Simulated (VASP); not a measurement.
A convergence study with VASP on K (space group Im-3m): a few settings are varied, all else stays as given below, so the limit is that of these other settings.

```
CELL_PARAMETERS angstrom
     -2.65320     2.65320     2.65320
      2.65320    -2.65320     2.65320
      2.65320     2.65320    -2.65320
ATOMIC_POSITIONS crystal
  K  0.00000 0.00000 0.00000
```

Level of theory: PBE GGA, VASP's PBE PAW potentials (set 64) (plane waves; VASP). The last row used: 300 eV cut-off, 21×21×21 Γ-centred mesh shifted by (0.5, 0.5, 0.5), Fermi-Dirac smearing of 0.10 eV, potentials K_sv.

```json
[
 {"setting": "2×2×2 mesh", "E (eV/atom)": "-0.9727", "pressure (GPa)": "0.02", "irreducible k-points": "2"},
 {"setting": "3×3×3 mesh", "E (eV/atom)": "-1.0310", "pressure (GPa)": "-0.17", "irreducible k-points": "4"},
 {"setting": "4×4×4 mesh", "E (eV/atom)": "-1.0468", "pressure (GPa)": "-0.16", "irreducible k-points": "6"},
 {"setting": "5×5×5 mesh", "E (eV/atom)": "[?]", "pressure (GPa)": "[?]", "irreducible k-points": "10"},
 {"setting": "6×6×6 mesh", "E (eV/atom)": "-1.0585", "pressure (GPa)": "-0.19", "irreducible k-points": "14"},
 {"setting": "7×7×7 mesh", "E (eV/atom)": "-1.0377", "pressure (GPa)": "-0.16", "irreducible k-points": "20"},
 {"setting": "8×8×8 mesh", "E (eV/atom)": "[?]", "pressure (GPa)": "-0.17", "irreducible k-points": "26"},
 {"setting": "9×9×9 mesh", "E (eV/atom)": "-1.0443", "pressure (GPa)": "-0.16", "irreducible k-points": "35"},
 {"setting": "10×10×10 mesh", "E (eV/atom)": "-1.0462", "pressure (GPa)": "-0.17", "irreducible k-points": "44"},
 {"setting": "11×11×11 mesh", "E (eV/atom)": "-1.0452", "pressure (GPa)": "-0.17", "irreducible k-points": "56"},
 {"setting": "13×13×13 mesh", "E (eV/atom)": "-1.0452", "pressure (GPa)": "-0.17", "irreducible k-points": "84"},
 {"setting": "14×14×14 mesh", "E (eV/atom)": "-1.0453", "pressure (GPa)": "-0.17", "irreducible k-points": "100"},
 {"setting": "15×15×15 mesh", "E (eV/atom)": "-1.0453", "pressure (GPa)": "-0.17", "irreducible k-points": "120"},
 {"setting": "17×17×17 mesh", "E (eV/atom)": "-1.0454", "pressure (GPa)": "-0.17", "irreducible k-points": "165"},
 {"setting": "19×19×19 mesh", "E (eV/atom)": "-1.0454", "pressure (GPa)": "-0.17", "irreducible k-points": "220"},
 {"setting": "21×21×21 mesh", "E (eV/atom)": "-1.0453", "pressure (GPa)": "-0.17", "irreducible k-points": "286"}
]
```

Problem. Some entries are withheld; supply them.

Solution. 
- 5×5×5 mesh, E (eV/atom): -1.0218
- 5×5×5 mesh, pressure (GPa): -0.14
- 8×8×8 mesh, E (eV/atom): -1.0492

Left out are rungs that failed or repeat a setting and relaxations that didn't move; long series are thinned to 24 rows.

The structure is a typed K crystal (space group no. 229). The cell was not relaxed at this level.
